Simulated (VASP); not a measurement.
The system is B.

```
B
1.0
     1.62456    0.00000    0.00000
     0.00000    2.86615    0.00000
     0.00000    0.00000    3.91440
B
2
Direct
  0.00000 0.50000 0.60926
  0.50000 0.00000 0.39074
```

The cell was built by a generator and needn't be a form met in nature.

- Program: VASP 6.6.1
- Task: relaxation of cell and atoms
- Functional: LDA
- Potentials or basis: VASP PAW LDA potentials, release 64 (B)
- Cutoff: 600 eV
- k mesh: 16 × 9 × 7
- Occupations: gaussian, width 0.05 eV
- Spin: no spin polarisation

At the start: pressure -6.1 GPa; volume 9.11 Å³/atom.

Question: Where does the relaxation end?

Answer: Over 14 steps the energy falls by 17.0 meV/atom and the volume is 8.16 Å³/atom (-10.5 %); space group Pmmn (No. 59, to 0.05 Å).

Step by step:
```tsv
step	energy change (eV)	largest force (eV/Å)	pressure (GPa)	volume (Å³)
1	0.0000	0.2343	-6.06	18.23
2	-0.0016	0.0885	5.31	17.33
3	-0.0110	0.0773	-0.39	17.75
4	-0.0186	0.0576	-0.27	17.49
5	-0.0192	0.0871	-0.23	17.43
6	-0.0200	0.1230	-0.18	17.30
7	-0.0173	0.3028	0.26	17.05
8	-0.0201	0.1324	-0.17	17.28
9	-0.0251	0.1415	-1.19	17.13
10	-0.0278	0.1649	-2.40	16.94
11	-0.0307	0.1454	-1.14	16.73
12	-0.0321	0.1287	0.62	16.46
13	-0.0339	0.0414	0.23	16.35
14	-0.0341	0.0128	0.10	16.31
```

Final structure:
```
B
1.0
     1.61844    0.00000    0.00000
     0.00000    2.82268    0.00000
     0.00000    0.00000    3.57024
B
2
Cartesian
  0.0000 1.4113 2.1903
  0.8092 0.0000 1.3799
```
